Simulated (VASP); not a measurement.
```
RhZr
1.0
    4.60744     0.00000     0.00000
    0.00000     3.08321     0.00000
    0.00000     0.00000     4.83099
Zr Rh
2 2
Direct
  0.75000   0.50000   0.76630
  0.25000   0.50000   0.23370
  0.25000   0.00000   0.71321
  0.75000   0.00000   0.28679
```

Calculation: PBEsol GGA, VASP's PBE PAW potentials (set 64) (plane waves; VASP). Settings: 400 eV cut-off, 8×11×7 Γ-centred mesh, tetrahedra with Blöchl corrections, potentials Zr_sv Rh_pv.

Q: Predict the energy per atom (σ→0), band gap (on the k-mesh) with the smallest direct gap where there is one.

A: 
- band gap (on the k-mesh) = none (metal, semimetal or under 0.01 eV)
- energy per atom (σ→0) = -9.361 eV/atom

Only differences to runs with the same potentials and settings are physical.

The structure comes from a computed database's ZrRh entry (Pmma); how it stands against other phases isn't given here. It was relaxed first.
